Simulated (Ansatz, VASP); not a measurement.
## One calculation of FeAu, two programs

The input INCAR:

```
SYSTEM = FeAu
PREC = Accurate
ENCUT = 520
EDIFF = 1E-6
ISMEAR = 0
SIGMA = 0.1
LREAL = .FALSE.
LASPH = .TRUE.
NELM = 150
ALGO = Normal
ISIF = 2
LWAVE = .FALSE.
LCHARG = .FALSE.
ISPIN = 2
MAGMOM = 4 0
LORBIT = 11
LMAXMIX = 4
GGA = PE
NBANDS = 20
```

KPOINTS

```
regular mesh
0
G
  6 6 6
  0 0 0
```

The input POSCAR:

```
FeAu
1.0
    1.4117478522      0.8150730025      4.4694532999
   -1.4117478522      0.8150730025      4.4694532999
    0.0000000000     -1.6301460050      4.4694532999
Fe Au
1 1
Direct
    0.5000000000      0.5000000000      0.5000000000
    0.0000000000      0.0000000000      0.0000000000
```

Input for Ansatz:

```yaml
crystal:
  lattice:
    - [1.4117478522, 0.8150730025, 4.4694532999]
    - [-1.4117478522, 0.8150730025, 4.4694532999]
    - [0.0, -1.630146005, 4.4694532999]
  atoms:
    - { symbol: Fe, position: [0.5, 0.5, 0.5], spin: 4.0 }
    - { symbol: Au, position: [0.0, 0.0, 0.0] }
basis:
  ecutwfc: 420
kpoints:
  mp_grid: { grid: [6, 6, 6] }
hamiltonian:
  xc: pbe
scf:
  occupations: { method: gaussian, width: 0.1 }
  lower_state_search: "off"
output:
  forces: true
  stress: true
  eigenvalues: true
  populations: true
magnetization:
  spin_polarized: true
```

The cell comes from a database or a generator and needn't be the stable form of this composition.

Alike in both runs: task single point; functional PBE; k mesh 6 × 6 × 6; occupations gaussian, width 0.1 eV; collinear spin.

```csv
,VASP,Ansatz
version,VASP 6.6.1,Ansatz 0.2.0
potentials or method,"VASP PAW PBE potentials, release 64 (Fe, Au)","scalar-relativistic, plane waves, PAW"
plane-wave cutoff (eV),520,420
valence electrons in the cell,19,35
```

|  | VASP | Ansatz | Ansatz less VASP |
| --- | --- | --- | --- |
| gap on the k mesh at the Fermi level (eV) | none | none | - |
| pressure (GPa) | -1.1 | -0.7 | +0.37 |
| largest component of the traceless stress (GPa) | 0.97 | 0.99 | +0.022 |
| net moment per atom (μB) | 1.44 | 1.45 | +0.010 |
| size of the moment on the site where the two differ most (μB) | 2.88 | 2.93 | +0.047 |

Site moments also hang on the region over which each program counts them. A gap of «none» marks a metal or a gap that the smearing closes. The two sets of potentials don't hold the same shells in valence.

Caveats: the k mesh is coarse (spacing up to 0.44 Å⁻¹), so the values aren't converged. The runs have no spin-orbit coupling, so splittings on Au are missing.
